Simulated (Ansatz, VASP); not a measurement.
# Hf (Hafnium): VASP beside Ansatz

Aim: how closely do two programs agree when they are given the same cell, functional and k mesh? The cell is taken from a series of runs on this material, whose earlier steps may have relaxed, scaled, displaced or heated it; both programs get it as it stands.

Method: plane waves, with VASP 6.6.1 beside it; zone-centre phonons at LDA, in Ansatz 0.2.0.

### Step 1. Set-up

It takes space group P6_3/mmc (No. 194, hexagonal). The conventional cell has a = 3.122 Å, b = 3.122 Å, c = 4.937 Å, α = 90.00°, β = 90.00°, γ = 120.00°. Nearest to Hf lie 12 Hf at 3.06 to 3.12 Å.

### Step 2. VASP: zone-centre phonons, LDA

Second derivatives magnify differences that forces hide, and they need a tight electronic threshold.

Lines of VASP's logs that name or quote its potential files are left out, and so is its time.

The input, INCAR:

```
SYSTEM = Hf
PREC = Accurate
ENCUT = 500
EDIFF = 1E-08
NELM = 120
ISMEAR = -1
SIGMA = 0.1
LREAL = .FALSE.
ALGO = Normal
GGA = CA
NBANDS = 16
LASPH = .TRUE.
LORBIT = 11
LWAVE = .FALSE.
LCHARG = .FALSE.
ISIF = 2
IBRION = 8
GGA_COMPAT = .FALSE.
KPAR = 2
```

The input, POSCAR:

```
Hf
1.0
    3.1215678470      0.0000000000      0.0000000000
   -1.5607839235      2.7033570552      0.0000000000
    0.0000000000      0.0000000000      4.9370719104
Hf
2
Direct
    0.3333333333      0.6666666667      0.2500000000
    0.6666666667      0.3333333333      0.7500000000
```

The input, KPOINTS:

```
Automatic mesh
0
Gamma
15 15 8
0 0 0
```

The projector-augmented-wave data sets are Hf_pv (LDA family, release 64).

Run with:

```
mpirun -np 2 vasp_std
```

Numbers of over 12 decimals in the logs are rounded to 6 here.

The program printed:

```text
[banner, memory and clock lines left out]
running    2 mpi-ranks, on    1 nodes
 distrk:  each k-point on    1 cores,    2 groups
 distr:  one band on    1 cores,    1 groups

 POSCAR found type information on POSCAR Hf
 POSCAR found :  1 types and       2 ions
 LDA part: xc-table for (Slater(with rela. corr.)+CA(PZ))
 , standard interpolation
 POSCAR, INCAR and KPOINTS ok, starting setup
 FFT: planning ... GRIDC
 FFT: planning ... GRID_SOFT
 FFT: planning ... GRID
 WAVECAR not read
 entering main loop
       N       E                     dE             d eps       ncg     rms          rms(c)
DAV:   1     0.455388576145E+02    0.45539E+02   -0.11435E+04  4336   0.116E+03
DAV:   2    -0.206442196572E+02   -0.66183E+02   -0.64705E+02  5736   0.249E+02
DAV:   3    -0.221065157638E+02   -0.14623E+01   -0.14549E+01  5696   0.257E+01
DAV:   4    -0.221166705573E+02   -0.10155E-01   -0.10153E-01  5416   0.260E+00
DAV:   5    -0.221167890047E+02   -0.11845E-03   -0.11844E-03  5648   0.231E-01    0.681E+01
DAV:   6    -0.216065680700E+02    0.51022E+00   -0.43844E-01  5176   0.440E+00    0.401E+01
DAV:   7    -0.214251634484E+02    0.18140E+00   -0.69588E-01  5288   0.534E+00    0.187E+00
DAV:   8    -0.214167542836E+02    0.84092E-02   -0.42183E-02  5024   0.144E+00    0.305E-01
DAV:   9    -0.214168331850E+02   -0.78901E-04   -0.90647E-04  5800   0.219E-01    0.171E-01
DAV:  10    -0.214168302901E+02    0.28949E-05   -0.45223E-05  5168   0.485E-02    0.200E-01
DAV:  11    -0.214168270138E+02    0.32763E-05   -0.47885E-06  5648   0.147E-02    0.106E-02
DAV:  12    -0.214168269898E+02    0.23955E-07   -0.42488E-07  5128   0.449E-03    0.782E-03
DAV:  13    -0.214168269756E+02    0.14244E-07   -0.30142E-08  4912   0.127E-03    0.982E-04
DAV:  14    -0.214168269764E+02   -0.83219E-09   -0.14600E-09  3032   0.318E-04
   1 F= -.21416827E+02 E0= -.21388837E+02  d E =-.559798E-01
 Linear response reoptimize wavefunctions to high precision
DAV:   1    -0.214168269763E+02    0.13097E-09   -0.22760E-10  3280   0.122E-04
DAV:   2    -0.214168269763E+02   -0.25466E-10   -0.41053E-11  2664   0.488E-05
 Linear response DOF=           2
 Linear response progress:
  Degree of freedom:   1/  2
       N       E                     dE             d eps       ncg     rms          rms(c)
RMM:   1    -0.197710915701E+00   -0.19771E+00    0.46072E+00 18622   0.118E+01
RMM:   2    -0.202472534399E+00   -0.47616E-02   -0.37706E-02 27660   0.120E+00    0.608E-01
RMM:   3    -0.201758821139E+00    0.71371E-03   -0.42850E-03 34946   0.253E-01    0.122E-01
RMM:   4    -0.201422552844E+00    0.33627E-03   -0.47552E-04 41164   0.873E-02    0.195E-01
RMM:   5    -0.201052049123E+00    0.37050E-03   -0.43117E-05 38023   0.350E-02    0.148E-02
RMM:   6    -0.200964815554E+00    0.87234E-04   -0.57770E-05 42451   0.136E-02    0.317E-02
RMM:   7    -0.200973120229E+00   -0.83047E-05   -0.55119E-05 38247   0.631E-03    0.460E-02
RMM:   8    -0.200962553080E+00    0.10567E-04   -0.15755E-05 39205   0.279E-03    0.101E-02
RMM:   9    -0.200962291733E+00    0.26135E-06   -0.16525E-05 42295   0.760E-04    0.592E-03
RMM:  10    -0.200962436589E+00   -0.14486E-06   -0.77157E-06 41593   0.306E-04    0.172E-03
RMM:  11    -0.200962244851E+00    0.19174E-06   -0.41476E-06 41029   0.239E-04    0.739E-04
RMM:  12    -0.200962176238E+00    0.68613E-07   -0.20666E-06 41154   0.858E-05    0.704E-05
RMM:  13    -0.200962226931E+00   -0.50693E-07   -0.12016E-06 39904   0.410E-05    0.871E-05
RMM:  14    -0.200962236933E+00   -0.10002E-07   -0.56176E-07 37894   0.256E-05    0.117E-05
RMM:  15    -0.200962241026E+00   -0.40934E-08   -0.31401E-07 33270   0.193E-05    0.182E-05
RMM:  16    -0.200962246430E+00   -0.54038E-08   -0.16448E-07 28915   0.164E-05    0.707E-06
RMM:  17    -0.200962247398E+00   -0.96812E-09   -0.92999E-08 25029   0.146E-05    0.222E-06
 first order change of Fermi-energy  -0.48936E-05
 force on displaced ion       1 direction 1 :  -1.552  -0.000   0.000
 Linear response progress:
  Degree of freedom:   2/  2
       N       E                     dE             d eps       ncg     rms          rms(c)
RMM:   1    -0.239824735471E+00   -0.23982E+00    0.49448E+00  6430   0.122E+01
RMM:   2    -0.249758759115E+00   -0.99340E-02   -0.43042E-02  9529   0.124E+00    0.754E-01
RMM:   3    -0.249201325007E+00    0.55743E-03   -0.44223E-03 11097   0.277E-01    0.219E-01
RMM:   4    -0.248958505341E+00    0.24282E-03   -0.60091E-04 13285   0.943E-02    0.208E-01
RMM:   5    -0.248690789566E+00    0.26772E-03   -0.39778E-05 13072   0.422E-02    0.500E-02
RMM:   6    -0.248610962412E+00    0.79827E-04   -0.14611E-05 11220   0.179E-02    0.443E-02
RMM:   7    -0.248627624874E+00   -0.16662E-04    0.81041E-06 12435   0.640E-03    0.167E-02
RMM:   8    -0.248633218865E+00   -0.55940E-05    0.80947E-06 13171   0.306E-03    0.285E-03
RMM:   9    -0.248625601242E+00    0.76176E-05    0.56340E-06 13702   0.153E-03    0.154E-03
RMM:  10    -0.248625192133E+00    0.40911E-06    0.35947E-06 12862   0.476E-04    0.449E-04
RMM:  11    -0.248625175206E+00    0.16927E-07    0.19893E-06 13503   0.197E-04    0.959E-05
RMM:  12    -0.248625174889E+00    0.31745E-09    0.48164E-07 13921   0.686E-05    0.477E-05
RMM:  13    -0.248625163635E+00    0.11254E-07    0.66513E-08 13151   0.403E-05    0.169E-05
RMM:  14    -0.248625166822E+00   -0.31870E-08   -0.90101E-09 13663   0.249E-05    0.303E-06
 first order change of Fermi-energy  -0.14987E-03
 force on displaced ion       1 direction 3 :   0.000  -0.000  -4.569
 Linear response finished
```

Parts of OUTCAR (step 2):

```text
ion  position               nearest neighbor table
   1  0.333  0.667  0.250-   2 3.06   2 3.06   2 3.06   2 3.06   2 3.06   2 3.06
   2  0.667  0.333  0.750-   1 3.06   1 3.06   1 3.06   1 3.06   1 3.06   1 3.06

  LATTYP: Found a hexagonal cell.
 ALAT       =     3.1215678470
 C/A-ratio  =     1.5816000652

 Subroutine GETGRP returns: Found 24 space group operations
 (whereof 12 operations were pure point group operations)

The static configuration has the point symmetry D_3d.
 The point group associated with its full space group is D_6h.

 Found    135 irreducible k-points:

   k-points           NKPTS =    135   k-points in BZ     NKDIM =    135   number of bands    NBANDS=     16

   dimension x,y,z NGX =    24 NGY =   24 NGZ =   36
   dimension x,y,z NGXF=    48 NGYF=   48 NGZF=   72

   ENCUT  =  500.0 eV  36.75 Ry    6.06 a.u.   5.69  5.69  9.00*2*pi/ulx,y,z

   NELECT =      20.0000    total number of electrons

 k-points in reciprocal lattice and weights: Automatic mesh
   0.00000000  0.00000000  0.00000000       0.001
   0.06666667 -0.00000000  0.00000000       0.003
   0.13333333  0.00000000  0.00000000       0.003
   0.20000000 -0.00000000  0.00000000       0.003
   0.26666667  0.00000000  0.00000000       0.003
   0.33333333 -0.00000000  0.00000000       0.003
   0.40000000 -0.00000000  0.00000000       0.003
   0.46666667 -0.00000000  0.00000000       0.003
   0.06666667  0.06666667  0.00000000       0.003
[...]
0.33333333  0.26666667  0.50000000       0.007
   0.33333333  0.33333333  0.50000000       0.001

 average (electrostatic) potential at core
       1 -36.9405       2 -36.9405

  Total       -0.0131171     -0.0131171      0.1009100      0.0000000      0.0000000     -0.0000000
  in kB       -0.5044320     -0.5044320      3.8806007      0.0000000      0.0000000     -0.0000000
  external PRESSURE =       0.9572456 kB  Pullay stress =       0.0000000 kB

  energy-cutoff  :      500.00
  volume of cell :       41.66
      direct lattice vectors                 reciprocal lattice vectors
     3.121567847  0.000000000  0.000000000     0.320351839  0.184955220  0.000000000
    -1.560783924  2.703357055  0.000000000     0.000000000  0.369910441  0.000000000
     0.000000000  0.000000000  4.937071910     0.000000000  0.000000000  0.202549207

 POSITION                                       TOTAL-FORCE (eV/Angst)
 -----------------------------------------------------------------------------------
     -0.00000      1.80224      1.23427        -0.000000      0.000000      0.000000
      1.56078      0.90112      3.70280         0.000000     -0.000000      0.000000
 -----------------------------------------------------------------------------------
    total drift:                               -0.000000      0.000000     -0.000000

 Eigenvectors and eigenvalues of the dynamical matrix
 ----------------------------------------------------

   1 f  =    3.537359 THz    22.225881 2PiTHz  117.993588 cm-1    14.629334 meV
             X         Y         Z           dx          dy          dz
     -0.000000  1.802238  1.234268    -0.000000    0.000000    0.707107
      1.560784  0.901119  3.702804     0.000000   -0.000000   -0.707107

   2 f  =    2.061933 THz    12.955506 2PiTHz   68.778674 cm-1     8.527465 meV
             X         Y         Z           dx          dy          dz
     -0.000000  1.802238  1.234268     0.000001   -0.707107   -0.000000
      1.560784  0.901119  3.702804    -0.000001    0.707107   -0.000000

   3 f  =    2.061933 THz    12.955506 2PiTHz   68.778674 cm-1     8.527465 meV
             X         Y         Z           dx          dy          dz
     -0.000000  1.802238  1.234268     0.707107    0.000001    0.000000
      1.560784  0.901119  3.702804    -0.707107   -0.000001    0.000000

   4 f/i=    0.000000 THz     0.000000 2PiTHz    0.000001 cm-1     0.000000 meV
             X         Y         Z           dx          dy          dz
     -0.000000  1.802238  1.234268    -0.051665    0.278481   -0.647904
      1.560784  0.901119  3.702804    -0.051665    0.278481   -0.647904

   5 f/i=    0.000000 THz     0.000000 2PiTHz    0.000001 cm-1     0.000000 meV
             X         Y         Z           dx          dy          dz
     -0.000000  1.802238  1.234268     0.455287   -0.482944   -0.243883
      1.560784  0.901119  3.702804     0.455287   -0.482944   -0.243883

   6 f/i=    0.000000 THz     0.000000 2PiTHz    0.000001 cm-1     0.000000 meV
             X         Y         Z           dx          dy          dz
     -0.000000  1.802238  1.234268    -0.538558   -0.434987   -0.144020
      1.560784  0.901119  3.702804    -0.538558   -0.434987   -0.144020

 ELASTIC MODULI CONTR FROM IONIC RELAXATION (kBar)
 Direction    XX          YY          ZZ          XY          YZ          ZX
 --------------------------------------------------------------------------------
 XX        -180.2730    180.2730     -0.0000     -0.0000      0.0000      0.0000
 YY         180.2730   -180.2730      0.0000      0.0000     -0.0000      0.0000
 ZZ          -0.0000      0.0000     -0.0000     -0.0000      0.0000      0.0000
 XY          -0.0000      0.0000     -0.0000   -180.2730      0.0000      0.0000
 YZ           0.0000     -0.0000      0.0000      0.0000     -0.0000      0.0000
 ZX           0.0000      0.0000      0.0000      0.0000      0.0000      0.0000
 --------------------------------------------------------------------------------
```

Harder data sets than Hf_pv exist (the GW ones), and pressures, volumes and forces can shift noticeably with them.

### Step 3. Ansatz: zone-centre phonons, LDA

Ansatz runs on its default PAW (the set named soft_2) files.

The same cell, functional (in two slightly different forms), mesh and smearing now go to Ansatz, which takes its cutoff from its data sets.

The input, input.yaml:

```yaml
crystal:
  lattice:
    - [3.121567847, 0.0, 0.0]
    - [-1.5607839235, 2.7033570552, 0.0]
    - [0.0, 0.0, 4.9370719104]
  atoms:
    - { symbol: Hf, position: [0.3333333333, 0.6666666667, 0.25] }
    - { symbol: Hf, position: [0.6666666667, 0.3333333333, 0.75] }
kpoints:
  mp_grid: { grid: [15, 15, 8] }
hamiltonian:
  xc: lda
scf:
  occupations: { method: fermi_dirac, width: 0.1 }
output:
  eigenvalues: true
phonons:
  method: dfpt
```

Run with:

```
ansatz run input.yaml --threads 2 --pin off --max-ram 5120MiB --backend cpu --events-out ev --progress --plain --runs-dir out
```

The program printed:

```text
zone centre: on kpoints.mp_grid the ground state, and the responses unless they are solved on pairs of k-points, stand on 320 of the mesh's 1800 k-points, reduced under 4 symmetry operations, with k and −k counted as one. Each operation leaves every solved displacement unchanged or reverses it
Engine: ansatz 0.2.0, x86_64-unknown-linux-gnu
Pseudopotentials: kind: paw
Pseudopotential: Hf, paw, valence charge 26, recommended cutoff 420 eV (normal), Hf.paw.azcp
Functional definition: SPW92
  exchange = slater_x
  correlation = pw_c
Crystal: 2 atoms, lattice volume = 41.663 Å³
Basis set: ecut = 420 eV, 809 PW (Γ), exchange–correlation on 48×48×72 points (8 copies of the dense FFT grid, shifted against one another)
Bands: 32, of which v1, the nominal top of the filled ones, is band 26 counted from 1 (25 counted from 0)
Symmetry: 24 space group operations
k-points: 320 of 1800 (irreducible under 4 space group operations, time reversal used)
Non-local potential: Hf, projectors of the file, l = 0: 3, l = 1: 2, l = 2: 2, l = 3: 3
PAW form: soft (Blöchl's): semilocal exchange-correlation on the pseudo side does not see the compensation charge
PAW frozen core: Hf, regenerated for the run's functional, and the local potential with it (the file was generated under x = pbe(κ = 0.804, μ = 0.219515), c = pbe(β = 0.066725))
PAW one-centre angular grid: Hf, 590 points (default); XC on 64 Gauss nodes
Initial density: superposition of atomic densities (neutral atoms: chi_scale 0, normalization atom), corrected by the library's trained network
Initial wavefunctions: pseudopotential atomic-orbital guess
Functional: x = slater, c = lda
SCF iter   1: F=—  HF=-30953.742774 eV  |F-HF|=—  |Δ(HF+E_count)|=         —  Δρ=4.32e-3  dr2=2.30e-3  ethr=1.77e-3  ⟨swp⟩=4.5  Hψ=33823  notcnv=0
preconditioner: auto → Kerker (q_TF=auto, 2.831 Å⁻¹)  [metal: Δε(μ)=0.014 eV  Ē_g=17.628 eV  σ=0.100 eV  W_gap=0.04  n_scr=22 (ndim 8)  ℏωp=39.9 eV  f_vac=0.000  D(μ)=1.63/eV (n_scr^D=22)]
SCF iter   2: F=—  HF=-30953.742631 eV  |F-HF|=—  |Δ(HF+E_count)|=   1.43e-4  Δρ=2.55e-3  dr2=8.94e-4  ethr=4.43e-6  ⟨swp⟩=2.0  Hψ=18879  notcnv=0
SCF iter   3: F=—  HF=-30953.742755 eV  |F-HF|=—  |Δ(HF+E_count)|=   1.24e-4  Δρ=1.05e-3  dr2=2.25e-4  ethr=1.72e-6  ⟨swp⟩=2.0  Hψ=14716  notcnv=0
SCF iter   4: F=—  HF=-30953.742742 eV  |F-HF|=—  |Δ(HF+E_count)|=   1.33e-5  Δρ=2.06e-4  dr2=1.43e-5  ethr=4.34e-7  ⟨swp⟩=2.0  Hψ=15953  notcnv=0
SCF iter   5: F=—  HF=-30953.742737 eV  |F-HF|=—  |Δ(HF+E_count)|=   5.08e-6  Δρ=2.65e-5  dr2=2.73e-7  ethr=2.75e-8  ⟨swp⟩=2.0  Hψ=17928  notcnv=0
SCF iter   6: F=—  HF=-30953.742735 eV  |F-HF|=—  |Δ(HF+E_count)|=   1.40e-6  Δρ=8.16e-6  dr2=1.82e-8  ethr=5.24e-10  ⟨swp⟩=2.0  Hψ=18843  notcnv=0
SCF iter   7: F=—  HF=-30953.742735 eV  |F-HF|=—  |Δ(HF+E_count)|=   8.20e-9  Δρ=1.60e-6  dr2=8.21e-10  ethr=3.49e-11  ⟨swp⟩=2.0  Hψ=18581  notcnv=0
SCF iter   8: F=—  HF=-30953.742735 eV  |F-HF|=—  |Δ(HF+E_count)|=  5.71e-10  Δρ=6.75e-7  dr2=2.06e-10  ethr=1.58e-12  ⟨swp⟩=2.1  Hψ=17949  notcnv=0
SCF iter   9: F=-30953.742735 eV  HF=-30953.742735 eV  |F-HF|=3.64e-12  |Δ(HF+E_count)|=  1.71e-10  Δρ=1.11e-7  dr2=5.71e-12  ethr=1.00e-12  ⟨swp⟩=5.0  Hψ=56400  notcnv=0
SCF 1 converged in 9 iterations: F = -30953.742735 eV  dr2 = 5.71e-12
  greatest PAW one-centre occupation: 0.998 electrons in one spin orbital (limit 2), on the Hf atom at site 1 (counted from 0), in its partial waves of l = 3
DFPT response loops at Γ: preconditioner auto → Kerker (q_TF=auto, 2.831 Å⁻¹) (partly filled bands, converged f_vac=0.000); β = 1.00, the filter's whole step (`scf.mixing.beta` (0.50) is not read by the response loops under this deck's `scf.mixing.preconditioner`; to damp them name `kerker` or `kerker_dos`, under which they read `scf.mixing.beta`, and type it under 1.00, their step now; both keys bind the ground state too); Broyden in place of MSR1
SCF converged after 9 iterations
Free energy (F): -30953.742735 eV
Harris-Foulkes:  -30953.742735 eV  (|F-HF|=3.64e-12)
Internal energy: -30953.686874 eV  (E = F + TS)
E sigma→0 (E₀):  -30953.714805 eV
Entropy (-TS):   -0.055861 eV (-27.931 meV/atom)
Fermi energy:    21.148032 eV
--- Per-component energies (eV) ---
  E_band       = 143.953395
  E_kinetic    = 855.209938
  E_local      = -9789.835832  (includes V_loc(G=0)·N_el)
  E_nonlocal   = -2465.064137
  E_hartree    = 4627.405368
  E_xc         = -597.148548
  E_vxc        = -535.673915  (∫ρ·V_xc dr)
  E_paw        = -13373.124397  (= ΣΔE_a)
  E_vpaw       = 2824.506630  (= ΣTr[D̂ρ^β])
  E_aug_tail   = -0.000003  (compensation charges beyond the density's cutoff)
  E_ewald      = -10216.043747
  E_core_change = 4.914485  (= ΣΔE_core)
  E_smearing   = -0.055861  (= −TS)
  E_closure    = 0.000000  (closes the sum)
  Σ components = -30953.742735   (vs F -30953.742735, Δ=0.00e0)
--- Band table (eV; the first three rows and the last of 320) ---
  k-point 0: bands = [... 22 lower, 13.5844, 17.2213, 22.2122, 22.2814, 22.2814, 22.5970, 23.1749, 23.1749, ... 2 higher]
  k-point 1: bands = [... 22 lower, 13.7419, 17.1700, 21.9514, 22.1903, 22.1903, 22.4644, 23.0443, 23.0443, ... 2 higher]
  k-point 2: bands = [... 22 lower, 14.1949, 16.9508, 21.4532, 22.0602, 22.0602, 22.1123, 22.7390, 22.7390, ... 2 higher]
  k-point 319: bands = [... 22 lower, 18.1532, 18.1532, 20.3563, 20.3563, 21.1529, 21.1529, 23.4280, 23.4280, ... 2 higher]
--- Phonons (Γ-DFPT): 2 representative perturbations + reference, on 320 of 1800 k-points (Σ response iterations 6) ---
  k mesh reduced under 4 symmetry operations, with k and −k counted as one. Each operation leaves every solved displacement unchanged or reverses it
  ASR residual: 4.561e-4 → 0.000e0 eV/Å²; symmetrization residual: 4.476e-12 eV/Å²
  ASR residual per site (eV/Å²): 4.56e-4 4.56e-4
  Γ frequencies (cm⁻¹): 0.00 0.00 0.00 69.58 69.58 117.88
  non-analytic LO–TO correction: not included (Born effective charges unavailable; polar crystals: no LO–TO splitting at Γ)
```

The column dr2 measures how far the density is from self-consistency, as an energy; F and HF (Harris–Foulkes) agree once it is small.

### Step 4. Differences

Known differences besides the potentials themselves: the two LDA forms differ slightly; the data sets hold 52 valence electrons in Ansatz (on its default PAW (the set named soft_2) files) and 20 in VASP; the cutoff is 420 eV in Ansatz and 500 eV in VASP; VASP's log shows a relativistic correction to its local exchange, Ansatz's none. Total energies have different zeros and are not compared.

Compared:

| quantity | Ansatz | VASP | difference |
| --- | --- | --- | --- |
| optical mode 1 to 2 (cm⁻¹) | 69.6 | 68.8 | +1.17 % |
| optical mode 3 (cm⁻¹) | 117.9 | 118.0 | -0.10 % |

Modes are paired by rising frequency, not by their patterns, so a pair may set unlike modes beside each other; they are those without the splitting of longitudinal modes.

### Step 5. Results

```json
{"r.m.s. difference of the optical zone-centre modes, each program's sorted by frequency (zone-centre phonons, LDA)": "0.66 cm⁻¹", "difference in optical mode 1 to 2 (zone-centre phonons, LDA)": "+1.2 %"}
```

The r.m.s. difference of the optical zone-centre modes, each program's sorted by frequency is 0.66 cm⁻¹ (zone-centre phonons, LDA). The data sets hold unlike numbers of valence electrons (52 in Ansatz and 20 in VASP), so part of the differences comes from the potentials. Among the rows given in per cent, the largest difference of the zone-centre phonons, LDA pair is in optical mode 1 to 2, +1.2 %. Such differences can come from data sets, numerical settings and the points named under the comparisons, not from the functional's error against experiment.

[Lines on the potential files, build, host, timing and source positions are cut from VASP's logs without a mark.]

[Logs are printed without paths, hosts, clocks, repeated set-up lines and the standing remarks that a program may print on its own settings, such as how far it seeks lower states.]

[Hosts, paths, dates, database ids (printed as entryN), source tags and the programs' standing remarks are cut or masked in the printed files.]
